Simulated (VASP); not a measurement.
Here is the system:

```xyz
8
Lattice="2.2789 0.0000 0.0000 -1.1395 1.9736 0.0000 0.0000 0.0000 9.8424" Properties=species:S:1:pos:R:3 pbc="T T T"
B      0.0000     1.3157     1.6831
B      1.1395     0.6579     6.6043
B      1.1395     0.6579     8.1594
B      0.0000     1.3157     3.2382
N      0.0000     1.3157     5.9212
N      1.1395     0.6579     1.0000
N      1.1395     0.6579     3.9212
N      0.0000     1.3157     8.8424
```

Method: PBE GGA, VASP's PBE PAW potentials (set 64) (plane waves; VASP). Numerical set-up: 400 eV cut-off, 16×16×4 Γ-centred mesh, Fermi-Dirac smearing of 0.14 eV, potentials B N.

At this cut-off the stress carries a Pulay error, which pulls relaxed volumes low.

### Question
Predict the energy per atom (σ→0), pressure, band gap (on the k-mesh) with the smallest direct gap where there is one.

### Answer

```
Item                                                        Result
------------------------  ----------------------------------------
band gap (on the k-mesh)  none (metal, semimetal or under 0.01 eV)
energy per atom (σ→0)                               -6.668 eV/atom
pressure                                                884.6 kbar
```

The absolute energy has meaning only against runs of the same code, potentials and settings.

The structure was generated: BN was put into an ordered model structure, which need not be its known phase. The cell was not relaxed at this level.
